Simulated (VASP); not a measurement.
**Ta (relaxed from the hcp structure, space group P6_3/mmc): computed properties**

Level of theory: PBEsol GGA, VASP's PBE PAW potentials (set 64) (plane waves; VASP).

| Quantity | Result |
|---|---|
| space group | P6_3/mmc (194) |
| cell | a = b = 2.8671 Å, c = 5.0865 Å, α = β = 90.00°, γ = 120.00° |
| volume per atom | 18.10 Å^3/atom |
| band gap (over mesh and band path) | none (metal, semimetal or under 0.01 eV) |
| density | 16.60 g/cm³ |

```xyz
2
Lattice="2.8671 0.0000 0.0000 -1.4335 2.4829 0.0000 0.0000 0.0000 5.0865" Properties=species:S:1:pos:R:3 pbc="T T T"
Ta     0.0000     1.6553     1.2716
Ta     1.4335     0.8276     3.8149
```

Unless said otherwise, spin-orbit coupling is left out, though it shifts the bands of the heavy elements here.

The structure was generated: Ta was put into the hcp type (P6_3/mmc), which need not be its known phase. It was relaxed first. Symmetry was kept, so distortions that lower it aren't found.
